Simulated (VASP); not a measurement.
An input for Quantum ESPRESSO's pw.x (written as the equivalent of a VASP run, and not itself run):

```
&CONTROL
  calculation = 'vc-relax'
  pseudo_dir = './pseudo'
  outdir = './out'
  tprnfor = .true.
  tstress = .true.
  nstep = 60
  forc_conv_thr = 0.00078
/
&SYSTEM
  ibrav = 0
  nat = 3
  ntyp = 2
  ecutwfc = 72
  occupations = 'smearing'
  smearing = 'gaussian'
  degauss = 0.003675
  input_dft = 'pbe'
  vdw_corr = 'grimme-d3'
  dftd3_version = 3
  dftd3_threebody = .false.
/
&ELECTRONS
  conv_thr = 7.3e-08
  electron_maxstep = 100
/
&IONS
/
&CELL
/
ATOMIC_SPECIES
  Sn 118.710 Sn.upf
  S 32.060 S.upf
CELL_PARAMETERS angstrom
     1.8443696   -3.1945421   -0.0000000
     1.8443696    3.1945421    0.0000000
     0.0000000    0.0000000    5.9151397
ATOMIC_POSITIONS crystal
  Sn   0.0000000  0.0000000  1.0000000
  S    0.3333330  0.6666670  0.2494727
  S    0.6666670  0.3333330  0.7505273
K_POINTS automatic
  6 6 4 0 0 0
```

**Question.** Write the VASP files for the same calculation (PBE-D3 (zero damping)).

**Answer.** This is not unique; one that fits is 
File KPOINTS:
```
K-points
0
G
 6 6 4
```

### INCAR
```
SYSTEM = SnS2
PREC = Accurate
ENCUT = 520
EDIFF = 1E-6
NELM = 100
ALGO = Normal
LREAL = .FALSE.
LASPH = .TRUE.
ISMEAR = 0
SIGMA = 0.05
GGA = PE
IVDW = 11
LMAXMIX = 4
LWAVE = .FALSE.
LCHARG = .FALSE.
IBRION = 2
ISIF = 3
NSW = 60
EDIFFG = -0.02
```

### POSCAR
```
SnS2
1.0
  1.8443695578  -3.1945420670   0.0000000000
  1.8443695578   3.1945420670   0.0000000000
  0.0000000000   0.0000000000   5.9151396709
Sn S
1 2
Cartesian
  0.0000000000   0.0000000000   5.9151396709
  1.8443695578   1.0648494854   1.4756661278
  1.8443695578  -1.0648494854   4.4394735431
```

POTCAR, in this order: Sn_d S (PBE.64 set). Program: vasp_std.

What does not carry over: the potentials are each code's own (VASP's PAW set, PseudoDojo norm-conserving files in pw.x), so ENCUT and ecutwfc are chosen apart and not converted; conv_thr bounds pw.x's estimated SCF error, while EDIFF bounds the energy change between steps; forc_conv_thr acts on force components and is met together with etot_conv_thr.

The compound is SnS2 in the 1T layered structure. This run relaxes it. Symmetry was kept, so distortions that lower it aren't found. The start is the result of an earlier pass.
